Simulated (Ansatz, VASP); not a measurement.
**BeCd in two plane-wave programs**

One calculation is typed for both programs; each brings its own data sets. How far apart do they land? The cell is generated by rule, not measured, and may not be a known phase. The cell is taken from a series of runs on this material, whose earlier steps may have relaxed, scaled, displaced or heated it; both programs get it as it stands.

Main program and level: Ansatz 0.2.0; plane waves, with VASP 6.6.1 beside it; zone-centre phonons at PBEsol.

The structure was built from a prototype and need not be the compound's stable phase.

## Step 1: Starting point

The structure is orthorhombic, space group Pmma (No. 51). Conventional cell: a = 4.034 Å, b = 2.920 Å, c = 4.948 Å, α = 90.00°, β = 90.00°, γ = 90.00°. Nearest to Be lie 2 Be at 2.42 Å and 6 Cd at 2.60 to 2.62 Å. Nearest to Cd lie 6 Be at 2.60 to 2.62 Å and 2 Cd at 2.83 Å. Farther neighbours are not listed.

## Step 2: VASP: zone-centre phonons, PBEsol

Second derivatives magnify differences that forces hide, and they need a tight electronic threshold.

Lines of VASP's logs that name or quote its potential files are left out, and so is its time.

Input file INCAR:

```
SYSTEM = BeCd
PREC = Accurate
ENCUT = 600
EDIFF = 1E-08
NELM = 120
ISMEAR = 1
SIGMA = 0.2
LREAL = .FALSE.
ALGO = Normal
GGA = PS
NBANDS = 20
LORBIT = 11
LWAVE = .FALSE.
LCHARG = .FALSE.
ISIF = 2
IBRION = 8
LASPH = .TRUE.
GGA_COMPAT = .FALSE.
KPAR = 2
```

Input file POSCAR:

```
BeCd
1.0
    4.0341220441      0.0000000000      0.0000000000
    0.0000000000      2.9197657647      0.0000000000
    0.0000000000      0.0000000000      4.9483847759
Be Cd
2 2
Direct
    0.2500000000      0.0000000000      0.3642647507
    0.7500000000      0.0000000000      0.6357352493
    0.2500000000      0.5000000000      0.7987551826
    0.7500000000      0.5000000000      0.2012448174
```

Input file KPOINTS:

```
Automatic mesh
0
Gamma
10 14 8
0 0 0
```

PAW data sets: Be and Cd (PBE family, release 64).

Launch:

```console
> mpirun -np 2 vasp_std
```

Numbers of over 12 decimals in the logs are rounded to 6 here.

What it wrote:

```text
[banner, memory and clock lines left out]
running    2 mpi-ranks, on    1 nodes
 distrk:  each k-point on    1 cores,    2 groups
 distr:  one band on    1 cores,    1 groups

 POSCAR found type information on POSCAR BeCd
 POSCAR found :  2 types and       4 ions
|                                                                             |
|               ----> ADVICE to this user running VASP <----                  |
|                                                                             |
|     You enforced a specific xc type in the INCAR file but a different       |
|     [... a line on the potential file left out ...]
|     I HOPE YOU KNOW WHAT YOU ARE DOING!                                     |
|                                                                             |

 LDA part: xc-table for (Slater+PW92), standard interpolation
 POSCAR, INCAR and KPOINTS ok, starting setup
 FFT: planning ... GRIDC
 FFT: planning ... GRID_SOFT
 FFT: planning ... GRID
 WAVECAR not read
 entering main loop
       N       E                     dE             d eps       ncg     rms          rms(c)
DAV:   1     0.194850970265E+03    0.19485E+03   -0.15484E+04  9600   0.151E+03
DAV:   2    -0.431519692913E+01   -0.19917E+03   -0.19252E+03  9968   0.360E+02
DAV:   3    -0.989147128715E+01   -0.55763E+01   -0.55356E+01 11716   0.669E+01
DAV:   4    -0.991692196418E+01   -0.25451E-01   -0.25429E-01 10604   0.408E+00
DAV:   5    -0.991705950163E+01   -0.13754E-03   -0.13753E-03 11308   0.289E-01    0.778E+00
DAV:   6    -0.892331282237E+01    0.99375E+00   -0.28484E+00 11860   0.211E+01    0.627E+00
DAV:   7    -0.889666648349E+01    0.26646E-01   -0.26836E-01 10884   0.363E+00    0.334E+00
DAV:   8    -0.888564822739E+01    0.11018E-01   -0.18830E-02 10424   0.159E+00    0.238E-01
DAV:   9    -0.888510120505E+01    0.54702E-03   -0.19957E-03 11504   0.544E-01    0.564E-02
DAV:  10    -0.888506884621E+01    0.32359E-04   -0.18815E-04 10564   0.129E-01    0.400E-02
DAV:  11    -0.888506788391E+01    0.96230E-06   -0.15062E-05 11092   0.275E-02    0.622E-03
DAV:  12    -0.888506718755E+01    0.69636E-06   -0.29226E-06 10712   0.148E-02    0.572E-03
DAV:  13    -0.888506706118E+01    0.12636E-06   -0.21099E-07 10712   0.532E-03    0.881E-04
DAV:  14    -0.888506703470E+01    0.26486E-07   -0.60896E-09  6104   0.576E-04    0.146E-04
DAV:  15    -0.888506702564E+01    0.90618E-08   -0.92958E-10  5444   0.246E-04
   1 F= -.88850670E+01 E0= -.88855070E+01  d E =0.131980E-02
 Linear response reoptimize wavefunctions to high precision
DAV:   1    -0.888506702438E+01    0.12524E-08   -0.11811E-10  5552   0.105E-04
DAV:   2    -0.888506702436E+01    0.23647E-10   -0.95918E-12  5280   0.247E-05
 Linear response DOF=           6
 Linear response progress:
  Degree of freedom:   1/  6
       N       E                     dE             d eps       ncg     rms          rms(c)
RMM:   1    -0.100286620857E-01   -0.10029E-01    0.11678E-02 28408   0.476E-01
RMM:   2    -0.988948464142E-02    0.13918E-03   -0.33211E-04 20941   0.112E-01    0.731E-02
RMM:   3    -0.980563141254E-02    0.83853E-04   -0.28611E-04 21235   0.757E-02    0.316E-02
RMM:   4    -0.988822698057E-02   -0.82596E-04   -0.10003E-04 21191   0.426E-02    0.728E-03
RMM:   5    -0.990219522861E-02   -0.13968E-04   -0.12748E-06 21573   0.992E-03    0.161E-03
RMM:   6    -0.990348819493E-02   -0.12930E-05   -0.18878E-07 21738   0.148E-03    0.316E-04
RMM:   7    -0.990284025820E-02    0.64794E-06    0.88832E-08 21829   0.414E-04    0.923E-05
RMM:   8    -0.990282589271E-02    0.14365E-07    0.89720E-09 22015   0.127E-04    0.155E-05
RMM:   9    -0.990280807153E-02    0.17821E-07   -0.56638E-09 22092   0.159E-05    0.583E-06
RMM:  10    -0.990280488426E-02    0.31873E-08   -0.46441E-09 19462   0.789E-06    0.117E-06
 first order change of Fermi-energy   0.37310E-04
 force on displaced ion       1 direction 1 :  -4.545   0.000   0.000
 Linear response progress:
  Degree of freedom:   2/  6
       N       E                     dE             d eps       ncg     rms          rms(c)
RMM:   1    -0.656138796435E-02   -0.65614E-02   -0.79706E-04 24702   0.348E-01
RMM:   2    -0.651644113851E-02    0.44947E-04   -0.93725E-05 21655   0.688E-02    0.434E-02
RMM:   3    -0.652159290279E-02   -0.51518E-05   -0.36454E-05 22118   0.326E-02    0.229E-02
RMM:   4    -0.658483927201E-02   -0.63246E-04   -0.31160E-05 22019   0.289E-02    0.478E-03
RMM:   5    -0.659037110209E-02   -0.55318E-05   -0.72462E-07 22493   0.554E-03    0.412E-04
RMM:   6    -0.658978912621E-02    0.58198E-06   -0.11846E-08 22643   0.500E-04    0.212E-04
RMM:   7    -0.658915515756E-02    0.63397E-06   -0.38085E-09 22559   0.173E-04    0.242E-05
RMM:   8    -0.658916009494E-02   -0.49374E-08   -0.78232E-10 22928   0.189E-05    0.975E-06
 first order change of Fermi-energy  -0.50120E-05
 force on displaced ion       1 direction 2 :   0.000  -2.883  -0.001
 Linear response progress:
  Degree of freedom:   3/  6
       N       E                     dE             d eps       ncg     rms          rms(c)
RMM:   1    -0.102118447350E-01   -0.10212E-01    0.12378E-02 26060   0.522E-01
RMM:   2    -0.965177327910E-02    0.56007E-03   -0.29701E-04 14786   0.144E-01    0.747E-02
RMM:   3    -0.962077834331E-02    0.30995E-04   -0.16583E-04 15081   0.635E-02    0.366E-02
RMM:   4    -0.967709008807E-02   -0.56312E-04   -0.39079E-05 15223   0.325E-02    0.116E-02
RMM:   5    -0.969481083661E-02   -0.17721E-04   -0.78909E-07 15446   0.808E-03    0.256E-03
RMM:   6    -0.969649084958E-02   -0.16800E-05    0.28867E-07 15472   0.193E-03    0.724E-04
RMM:   7    -0.969549689364E-02    0.99396E-06    0.87540E-08 15523   0.854E-04    0.130E-04
RMM:   8    -0.969538621905E-02    0.11067E-06   -0.86324E-10 15680   0.135E-04    0.526E-05
RMM:   9    -0.969527055935E-02    0.11566E-06   -0.15827E-09 15647   0.522E-05    0.112E-05
RMM:  10    -0.969526235256E-02    0.82068E-08    0.11882E-09 15834   0.113E-05    0.520E-06
 first order change of Fermi-energy  -0.30893E+00
 force on displaced ion       1 direction 3 :   0.000   0.000  -3.419
 Linear response progress:
  Degree of freedom:   4/  6
       N       E                     dE             d eps       ncg     rms          rms(c)
RMM:   1    -0.432291515846E+00   -0.43229E+00   -0.23083E-01 21439   0.330E+00
RMM:   2    -0.431505790551E+00    0.78573E-03   -0.12865E-03 20256   0.316E-01    0.515E-02
RMM:   3    -0.431343266626E+00    0.16252E-03   -0.29731E-05 21422   0.339E-02    0.300E-02
RMM:   4    -0.431176086248E+00    0.16718E-03   -0.35899E-05 21840   0.379E-02    0.595E-03
RMM:   5    -0.431169397784E+00    0.66885E-05    0.75906E-07 22540   0.371E-03    0.379E-03
RMM:   6    -0.431149242055E+00    0.20156E-04    0.80739E-07 21842   0.371E-03    0.369E-04
RMM:   7    -0.431142531961E+00    0.67101E-05   -0.18654E-08 22295   0.478E-04    0.139E-04
RMM:   8    -0.431140800377E+00    0.17316E-05    0.88110E-09 22655   0.130E-04    0.243E-05
RMM:   9    -0.431140453318E+00    0.34706E-06   -0.57625E-09 22949   0.437E-05    0.103E-05
RMM:  10    -0.431140463830E+00   -0.10512E-07   -0.42217E-09 21926   0.221E-05    0.250E-06
RMM:  11    -0.431140454709E+00    0.91208E-08   -0.17144E-09 18708   0.195E-05    0.440E-07
 first order change of Fermi-energy  -0.12482E-04
 force on displaced ion       3 direction 1 :  -5.862   0.000  -0.000
 Linear response progress:
  Degree of freedom:   5/  6
       N       E                     dE             d eps       ncg     rms          rms(c)
RMM:   1    -0.416141999125E+00   -0.41614E+00   -0.22283E-01 21442   0.324E+00
RMM:   2    -0.416649326399E+00   -0.50733E-03   -0.11726E-03 21042   0.288E-01    0.501E-02
RMM:   3    -0.416323237678E+00    0.32609E-03   -0.32311E-05 21421   0.412E-02    0.281E-02
RMM:   4    -0.415991940501E+00    0.33130E-03   -0.50754E-05 21841   0.456E-02    0.772E-03
RMM:   5    -0.415970710662E+00    0.21230E-04   -0.17107E-06 22425   0.843E-03    0.153E-03
RMM:   6    -0.415947927271E+00    0.22783E-04   -0.15270E-07 22435   0.253E-03    0.421E-04
RMM:   7    -0.415941556133E+00    0.63711E-05   -0.65694E-09 23486   0.386E-04    0.349E-05
RMM:   8    -0.415941057731E+00    0.49840E-06   -0.35848E-09 22938   0.597E-05    0.125E-05
RMM:   9    -0.415940999813E+00    0.57919E-07   -0.32827E-09 23793   0.355E-05    0.334E-06
RMM:  10    -0.415941001031E+00   -0.12183E-08   -0.31938E-09 18926   0.212E-05    0.144E-06
 first order change of Fermi-energy   0.54318E-04
 force on displaced ion       3 direction 2 :   0.000  -1.982   0.002
 Linear response progress:
  Degree of freedom:   6/  6
       N       E                     dE             d eps       ncg     rms          rms(c)
RMM:   1    -0.438959233546E+00   -0.43896E+00   -0.22969E-01 15336   0.334E+00
RMM:   2    -0.438008510934E+00    0.95072E-03   -0.14366E-03 14446   0.318E-01    0.648E-02
RMM:   3    -0.437738968248E+00    0.26954E-03   -0.55241E-05 14725   0.589E-02    0.413E-02
RMM:   4    -0.437524808503E+00    0.21416E-03   -0.38392E-05 15553   0.402E-02    0.136E-02
RMM:   5    -0.437471170008E+00    0.53638E-04   -0.67793E-07 16264   0.729E-03    0.491E-03
RMM:   6    -0.437446637525E+00    0.24532E-04   -0.11205E-07 15758   0.205E-03    0.906E-04
RMM:   7    -0.437440077448E+00    0.65601E-05   -0.26657E-08 16091   0.835E-04    0.153E-04
RMM:   8    -0.437437619461E+00    0.24580E-05   -0.53751E-09 15954   0.225E-04    0.530E-05
RMM:   9    -0.437437057757E+00    0.56170E-06   -0.19462E-09 16119   0.746E-05    0.118E-05
RMM:  10    -0.437436960347E+00    0.97410E-07   -0.23215E-09 16584   0.273E-05    0.258E-06
RMM:  11    -0.437436950792E+00    0.95548E-08   -0.58045E-09 13674   0.202E-05    0.719E-07
 first order change of Fermi-energy  -0.26144E-01
 force on displaced ion       3 direction 3 :   0.000   0.000  -5.487
 Linear response finished
```

OUTCAR, selected parts (step 2):

```text
ion  position               nearest neighbor table
   1  0.250  0.000  0.364-   3 2.60   3 2.60   4 2.62   4 2.62   4 2.62   4 2.62
   2  0.750  0.000  0.636-   4 2.60   4 2.60   3 2.62   3 2.62   3 2.62   3 2.62
   3  0.250  0.500  0.799-   1 2.60   1 2.60   2 2.62   2 2.62   2 2.62   2 2.62   4 2.83   4 2.83
                             4 3.58   4 3.58
   4  0.750  0.500  0.201-   2 2.60   2 2.60   1 2.62   1 2.62   1 2.62   1 2.62   3 2.83   3 2.83
                             3 3.58   3 3.58

  LATTYP: Found a simple orthorhombic cell.
 ALAT       =     2.9197657647
 B/A-ratio  =     1.3816594786
 C/A-ratio  =     1.6947882723

 Subroutine GETGRP returns: Found  8 space group operations
 (whereof  4 operations were pure point group operations)

The static configuration has the point symmetry C_2h.
 The point group associated with its full space group is D_2h.

 Found    240 irreducible k-points:

   k-points           NKPTS =    240   k-points in BZ     NKDIM =    240   number of bands    NBANDS=     20

   dimension x,y,z NGX =    32 NGY =   24 NGZ =   40
   dimension x,y,z NGXF=    64 NGYF=   48 NGZF=   80

   ENCUT  =  600.0 eV  44.10 Ry    6.64 a.u.   8.06  5.83  9.88*2*pi/ulx,y,z

   NELECT =      28.0000    total number of electrons

 k-points in reciprocal lattice and weights: Automatic mesh
   0.00000000  0.00000000  0.00000000       0.001
   0.10000000  0.00000000  0.00000000       0.002
   0.20000000  0.00000000  0.00000000       0.002
   0.30000000  0.00000000  0.00000000       0.002
   0.40000000  0.00000000  0.00000000       0.002
   0.50000000  0.00000000  0.00000000       0.001
   0.00000000  0.07142857  0.00000000       0.002
   0.10000000  0.07142857  0.00000000       0.004
   0.20000000  0.07142857  0.00000000       0.004
[...]
0.40000000  0.50000000  0.50000000       0.002
   0.50000000  0.50000000  0.50000000       0.001

 average (electrostatic) potential at core
       1 -36.4134       2 -36.4134       3 -38.1048       4 -38.1048

  Total        0.0613552      0.0618993      0.0613428      0.0000000      0.0000000      0.0000000
  in kB        1.6865574      1.7015149      1.6862180      0.0000000      0.0000000      0.0000000
  external PRESSURE =       1.6914301 kB  Pullay stress =       0.0000000 kB

  energy-cutoff  :      600.00
  volume of cell :       58.29
      direct lattice vectors                 reciprocal lattice vectors
     4.034122044  0.000000000  0.000000000     0.247885411  0.000000000  0.000000000
     0.000000000  2.919765765  0.000000000     0.000000000  0.342493227  0.000000000
     0.000000000  0.000000000  4.948384776     0.000000000  0.000000000  0.202086144

 POSITION                                       TOTAL-FORCE (eV/Angst)
 -----------------------------------------------------------------------------------
      1.00853      0.00000      1.80252         0.000000     -0.000000     -0.002501
      3.02559      0.00000      3.14586        -0.000000     -0.000000      0.002501
      1.00853      1.45988      3.95255        -0.000000      0.000000     -0.006723
      3.02559      1.45988      0.99584        -0.000000     -0.000000      0.006723
 -----------------------------------------------------------------------------------
    total drift:                                0.000000     -0.000000     -0.000000

 Eigenvectors and eigenvalues of the dynamical matrix
 ----------------------------------------------------

   1 f  =   12.832547 THz    80.629272 2PiTHz  428.047699 cm-1    53.071127 meV
             X         Y         Z           dx          dy          dz
      1.008531  0.000000  1.802522    -0.693044   -0.000000    0.000000
      3.025592  0.000000  3.145863     0.693044   -0.000000   -0.000000
      1.008531  1.459883  3.952548    -0.140320    0.000000    0.000000
      3.025592  1.459883  0.995837     0.140320    0.000000    0.000000

   2 f  =   10.902667 THz    68.503477 2PiTHz  363.673824 cm-1    45.089787 meV
             X         Y         Z           dx          dy          dz
      1.008531  0.000000  1.802522     0.000000    0.000000   -0.699676
      3.025592  0.000000  3.145863     0.000000    0.000000    0.699676
      1.008531  1.459883  3.952548    -0.000000   -0.000000    0.102239
      3.025592  1.459883  0.995837    -0.000000   -0.000000   -0.102239

   3 f  =    9.849429 THz    61.885786 2PiTHz  328.541579 cm-1    40.733946 meV
             X         Y         Z           dx          dy          dz
      1.008531  0.000000  1.802522    -0.000000   -0.705640   -0.000000
      3.025592  0.000000  3.145863    -0.000000    0.705640    0.000000
      1.008531  1.459883  3.952548    -0.000000   -0.045519    0.000000
      3.025592  1.459883  0.995837     0.000000    0.045519    0.000000

   4 f  =    9.738982 THz    61.191831 2PiTHz  324.857486 cm-1    40.277177 meV
             X         Y         Z           dx          dy          dz
      1.008531  0.000000  1.802522     0.680389   -0.000000    0.000000
      3.025592  0.000000  3.145863     0.680389   -0.000000   -0.000000
      1.008531  1.459883  3.952548    -0.192536   -0.000000   -0.000000
      3.025592  1.459883  0.995837    -0.192536    0.000000    0.000000

   5 f  =    8.614823 THz    54.128531 2PiTHz  287.359575 cm-1    35.628031 meV
             X         Y         Z           dx          dy          dz
      1.008531  0.000000  1.802522    -0.000000   -0.000000   -0.680216
      3.025592  0.000000  3.145863    -0.000000   -0.000000   -0.680216
      1.008531  1.459883  3.952548     0.000000    0.000000    0.193147
      3.025592  1.459883  0.995837    -0.000000    0.000000    0.193147

   6 f  =    8.032607 THz    50.470360 2PiTHz  267.938937 cm-1    33.220179 meV
             X         Y         Z           dx          dy          dz
      1.008531  0.000000  1.802522     0.000000    0.680459   -0.000000
      3.025592  0.000000  3.145863     0.000000    0.680459   -0.000000
      1.008531  1.459883  3.952548    -0.000000   -0.192289    0.000000
      3.025592  1.459883  0.995837     0.000000   -0.192289    0.000000

   7 f  =    4.021936 THz    25.270572 2PiTHz  134.157361 cm-1    16.633385 meV
             X         Y         Z           dx          dy          dz
      1.008531  0.000000  1.802522     0.000000    0.000000    0.102239
      3.025592  0.000000  3.145863    -0.000000    0.000000   -0.102239
      1.008531  1.459883  3.952548    -0.000000   -0.000000    0.699676
      3.025592  1.459883  0.995837     0.000000    0.000000   -0.699676

   8 f  =    3.530281 THz    22.181408 2PiTHz  117.757487 cm-1    14.600061 meV
             X         Y         Z           dx          dy          dz
      1.008531  0.000000  1.802522    -0.140320   -0.000000   -0.000000
      3.025592  0.000000  3.145863     0.140320    0.000000   -0.000000
      1.008531  1.459883  3.952548     0.693044    0.000000    0.000000
      3.025592  1.459883  0.995837    -0.693044   -0.000000   -0.000000

   9 f  =    1.859738 THz    11.685078 2PiTHz   62.034179 cm-1     7.691254 meV
             X         Y         Z           dx          dy          dz
      1.008531  0.000000  1.802522    -0.000000    0.045519   -0.000000
      3.025592  0.000000  3.145863    -0.000000   -0.045519    0.000000
      1.008531  1.459883  3.952548    -0.000000   -0.705640    0.000000
      3.025592  1.459883  0.995837    -0.000000    0.705640    0.000000

  10 f/i=    0.001615 THz     0.010147 2PiTHz    0.053868 cm-1     0.006679 meV
             X         Y         Z           dx          dy          dz
      1.008531  0.000000  1.802522    -0.192536   -0.000000   -0.000000
      3.025592  0.000000  3.145863    -0.192536   -0.000000   -0.000000
      1.008531  1.459883  3.952548    -0.680389   -0.000000   -0.000000
      3.025592  1.459883  0.995837    -0.680389   -0.000000   -0.000000

  11 f/i=    0.004255 THz     0.026733 2PiTHz    0.141922 cm-1     0.017596 meV
             X         Y         Z           dx          dy          dz
      1.008531  0.000000  1.802522    -0.000000    0.192289   -0.000000
      3.025592  0.000000  3.145863    -0.000000    0.192289   -0.000000
      1.008531  1.459883  3.952548    -0.000000    0.680459   -0.000000
      3.025592  1.459883  0.995837    -0.000000    0.680459   -0.000000

  12 f/i=    0.006306 THz     0.039619 2PiTHz    0.210329 cm-1     0.026077 meV
             X         Y         Z           dx          dy          dz
      1.008531  0.000000  1.802522    -0.000000    0.000000    0.193147
      3.025592  0.000000  3.145863    -0.000000    0.000000    0.193147
      1.008531  1.459883  3.952548    -0.000000    0.000000    0.680216
      3.025592  1.459883  0.995837    -0.000000    0.000000    0.680216

 ELASTIC MODULI CONTR FROM IONIC RELAXATION (kBar)
 Direction    XX          YY          ZZ          XY          YZ          ZX
 --------------------------------------------------------------------------------
 XX        -138.4244    119.2680    175.7405      0.0000      0.0000     -0.0000
 YY         119.2680   -102.8904   -148.4705      0.0000     -0.0000      0.0000
 ZZ         175.7405   -148.4705   -291.1621      0.0000     -0.0000      0.0000
 XY           0.0000      0.0000      0.0000      0.0000      0.0000      0.0000
 YZ           0.0000     -0.0000     -0.0000      0.0000   -460.0216     -0.0000
 ZX          -0.0000      0.0000      0.0000      0.0000     -0.0000   -139.9262
 --------------------------------------------------------------------------------
```

(Part 1 of 2 ends here.)

[Lines on the potential files, build, host, timing and source positions are cut from VASP's logs without a mark.]

[Logs are printed without paths, hosts, clocks, repeated set-up lines and the standing remarks that a program may print on its own settings, such as how far it seeks lower states.]

[Hosts, paths, dates, database ids (printed as entryN), source tags and the programs' standing remarks are cut or masked in the printed files.]
